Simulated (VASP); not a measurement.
# Ge$_{2}$Mo (relaxed from the fluorite structure, space group Fm-3m): computed properties

These are r2SCAN meta-GGA, VASP's PBE PAW potentials (set 64) (plane waves; VASP) values and carry that method's errors.

- space group = Fm-3m (225)
- cell = a = b = c = 6.045 Å, α = β = γ = 90.00°
- volume per atom = 18.41 Å³/atom
- band gap (over mesh and band path) = none (metal, semimetal or under 0.01 eV)
- density = 7.25 g/cm³

```
CELL_PARAMETERS angstrom
      0.00000     3.02256     3.02256
      3.02256     0.00000     3.02256
      3.02256     3.02256     0.00000
ATOMIC_POSITIONS crystal
  Mo 0.00000 0.00000 0.00000
  Ge 0.25000 0.25000 0.25000
  Ge 0.75000 0.75000 0.75000
```

The structure was generated: Ge2Mo was put into the fluorite type (Fm-3m), which need not be its known phase. It was relaxed first, which changed the volume by -10 %. Symmetry was kept, so distortions that lower it aren't found.
